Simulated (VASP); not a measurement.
An input for Quantum ESPRESSO's pw.x (written as the equivalent of a VASP run, and not itself run):

```
&CONTROL
  calculation = 'scf'
  pseudo_dir = './pseudo'
  outdir = './out'
  tprnfor = .true.
  tstress = .true.
/
&SYSTEM
  ibrav = 0
  nat = 3
  ntyp = 2
  ecutwfc = 66
  occupations = 'tetrahedra'
  input_dft = 'pbesol'
/
&ELECTRONS
  conv_thr = 7.3e-09
  electron_maxstep = 100
/
ATOMIC_SPECIES
  Zr 91.224 Zr.upf
  S 32.060 S.upf
CELL_PARAMETERS angstrom
     1.8147402   -3.1432222   -0.0000000
     1.8147402    3.1432222    0.0000000
     0.0000000    0.0000000    5.8679848
ATOMIC_POSITIONS crystal
  Zr   0.0000000  0.0000000  0.0000000
  S    0.3333330  0.6666670  0.2475190
  S    0.6666670  0.3333330  0.7524810
K_POINTS automatic
  9 9 5 0 0 0
```

Problem. Write the VASP files for the same calculation (PBEsol).

Solution. This is not unique; one that fits is 
### KPOINTS
```
Automatic mesh
0
Gamma
9 9 5
0 0 0
```

### INCAR
```
SYSTEM = ZrS2
PREC = Accurate; ENCUT = 400; LREAL = .False.
LASPH = .True.
EDIFF = 1E-7; NELM = 100; ALGO = Normal
LMAXMIX = 4
ISMEAR = -5
GGA = PS
ISIF = 2
LWAVE = .False.; LCHARG = .True.; LORBIT = 11
NEDOS = 601
```

POSCAR:
```
ZrS2
1
    1.8147401680    -3.1432221951    -0.0000000000
    1.8147401680     3.1432221951     0.0000000000
    0.0000000000     0.0000000000     5.8679848074
Zr S
1 2
Direct
  0.0000000000   0.0000000000   0.0000000000
  0.3333330000   0.6666670000   0.2475190258
  0.6666670000   0.3333330000   0.7524809742
```

POTCAR, in this order: Zr_sv S (PBE.64 set). Program: vasp_std.

What does not carry over: the potentials are each code's own (VASP's PAW set, PseudoDojo norm-conserving files in pw.x), so ENCUT and ecutwfc are chosen apart and not converted; conv_thr bounds pw.x's estimated SCF error, while EDIFF bounds the energy change between steps.

The compound is ZrS2 in the 1T layered structure. It was relaxed first.
